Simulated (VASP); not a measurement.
All values below come from PBEsol GGA, VASP's PBE PAW potentials (set 64) (plane waves; VASP 6.6.1).

VASP ran on this input.

**INCAR**
```
ALGO  =  Normal
EDIFF  =  1E-6
EDIFFG  =  -0.01
ENCUT  =  400
GGA  =  PS
IBRION  =  2
ISIF  =  3
ISMEAR  =  1
LASPH  =  .TRUE.
LCHARG  =  .FALSE.
LMAXMIX  =  4
LREAL  =  .FALSE.
LWAVE  =  .FALSE.
NELM  =  100
NSW  =  60
PREC  =  Accurate
SIGMA  =  0.1
SYSTEM  =  NiSi
```

POSCAR:
```
NiSi
1
    0.0000000000     2.5424759541     2.5424759541
    2.5424759541     0.0000000000     2.5424759541
    2.5424759541     2.5424759541    -0.0000000000
Ni Si
1 1
Direct
  0.0000000000   0.0000000000   0.0000000000
  0.2500000000   0.2500000000   0.2500000000
```

**KPOINTS**
```
K-points
0
G
 11 11 11
0 0 0
```

POTCAR, in this order: Ni Si (PBE.64 set). Program: vasp_std.

The run wrote:

OSZICAR:
```
       N       E                     dE             d eps       ncg     rms          rms(c)
DAV:   1     0.440685009868E+02    0.44069E+02   -0.53284E+03  1248   0.107E+03
DAV:   2    -0.110340988994E+02   -0.55103E+02   -0.51805E+02  1253   0.199E+02
DAV:   3    -0.129641984097E+02   -0.19301E+01   -0.19040E+01  1430   0.452E+01
DAV:   4    -0.130002016710E+02   -0.36003E-01   -0.35974E-01  1431   0.622E+00
DAV:   5    -0.130013053354E+02   -0.11037E-02   -0.11036E-02  1463   0.113E+00    0.138E+01
DAV:   6    -0.172249346927E+02   -0.42236E+01   -0.70534E+01  1349   0.160E+02    0.213E+01
DAV:   7    -0.114841402036E+02    0.57408E+01   -0.18229E+01  1400   0.941E+01    0.337E+00
DAV:   8    -0.113945463777E+02    0.89594E-01   -0.13009E+00  1743   0.163E+01    0.160E+00
DAV:   9    -0.113854587264E+02    0.90877E-02   -0.71967E-02  1492   0.424E+00    0.490E-01
DAV:  10    -0.113829904394E+02    0.24683E-02   -0.14466E-02  1439   0.216E+00    0.141E-01
DAV:  11    -0.113830065575E+02   -0.16118E-04   -0.10772E-03  1700   0.539E-01    0.823E-02
DAV:  12    -0.113829927702E+02    0.13787E-04   -0.15201E-04  1472   0.215E-01    0.387E-02
DAV:  13    -0.113829927274E+02    0.42775E-07   -0.93970E-06  1523   0.422E-02
   1 F= -.11382993E+02 E0= -.11382504E+02  d E =-.113830E+02
       N       E                     dE             d eps       ncg     rms          rms(c)
DAV:   1    -0.113859602308E+02   -0.29675E-02   -0.30502E-02  1343   0.342E+00    0.531E-01
DAV:   2    -0.113934525948E+02   -0.74924E-02   -0.11608E-01  1379   0.638E+00    0.896E-01
DAV:   3    -0.113830225299E+02    0.10430E-01   -0.54060E-02  1379   0.442E+00    0.697E-02
DAV:   4    -0.113829925948E+02    0.29935E-04   -0.65853E-04  1262   0.193E-01    0.322E-02
DAV:   5    -0.113829810762E+02    0.11519E-04   -0.42027E-05  1872   0.999E-02    0.109E-02
DAV:   6    -0.113829805335E+02    0.54275E-06   -0.64791E-06  1227   0.291E-02
   2 F= -.11382981E+02 E0= -.11382488E+02  d E =0.121939E-04
       N       E                     dE             d eps       ncg     rms          rms(c)
DAV:   1    -0.113838672006E+02   -0.88612E-03   -0.87352E-03  1352   0.183E+00    0.282E-01
DAV:   2    -0.113859733041E+02   -0.21061E-02   -0.32768E-02  1379   0.338E+00    0.481E-01
DAV:   3    -0.113830302386E+02    0.29431E-02   -0.15680E-02  1376   0.235E+00    0.411E-02
DAV:   4    -0.113830159038E+02    0.14335E-04   -0.16985E-04  1265   0.121E-01    0.125E-02
DAV:   5    -0.113830143964E+02    0.15075E-05   -0.84818E-06  1425   0.434E-02    0.463E-03
DAV:   6    -0.113830143448E+02    0.51579E-07   -0.92949E-07   712   0.913E-03
   3 F= -.11383014E+02 E0= -.11382524E+02  d E =-.216174E-04
```

File OUTCAR:
```
------------------------ aborting loop because EDIFF is reached ----------------------------------------
  FORCE on cell =-STRESS in cart. coord.  units (eV):
  Direction    XX          YY          ZZ          XY          YZ          ZX
  --------------------------------------------------------------------------------------
  Total        0.0014075      0.0014075      0.0014075      0.0000000     -0.0000000     -0.0000000
  in kB        0.0687067      0.0687067      0.0687067      0.0000000     -0.0000000     -0.0000000
  external PRESSURE =       0.0687067 kB  Pullay stress =       0.0000000 kB
  volume of cell :       32.82
      direct lattice vectors                 reciprocal lattice vectors
    -0.000000000  2.541248500  2.541248500    -0.196753682  0.196753682  0.196753682
     2.541248500  0.000000000  2.541248500     0.196753682 -0.196753682  0.196753682
     2.541248500  2.541248500  0.000000000     0.196753682  0.196753682 -0.196753682
 POSITION                                       TOTAL-FORCE (eV/Angst)
 -----------------------------------------------------------------------------------
      0.00000      0.00000      0.00000        -0.000000     -0.000000      0.000000
      1.27062      1.27062      1.27062         0.000000      0.000000     -0.000000
 -----------------------------------------------------------------------------------
    total drift:                                0.000000      0.000000      0.000001
  FREE ENERGIE OF THE ION-ELECTRON SYSTEM (eV)
  ---------------------------------------------------
  free  energy   TOTEN  =       -11.3830143448 eV

  energy  without entropy=      -11.3815433471  energy(sigma->0) =      -11.38252401

 reached required accuracy - stopping structural energy minimisation
```
(Selected blocks of OUTCAR.)

CONTCAR:
```
NiSi
   1.00000000000000
    -0.0000000000000000    2.5412484999921130    2.5412484999921130
     2.5412484999921130    0.0000000000000000    2.5412484999921130
     2.5412484999921130    2.5412484999921130    0.0000000000000000
  Ni              Si
     1     1
Direct
     0.0000000000000000    0.0000000000000000    0.0000000000000000
     0.2500000000000000    0.2500000000000000    0.2500000000000000
```

The structure was generated: NiSi was put into the zinc blende type (F-43m), which need not be its known phase. This run relaxes it. Symmetry was kept, so distortions that lower it aren't found. The start is the result of an earlier pass. The run is not spin-polarised, so no magnetic state was tried.
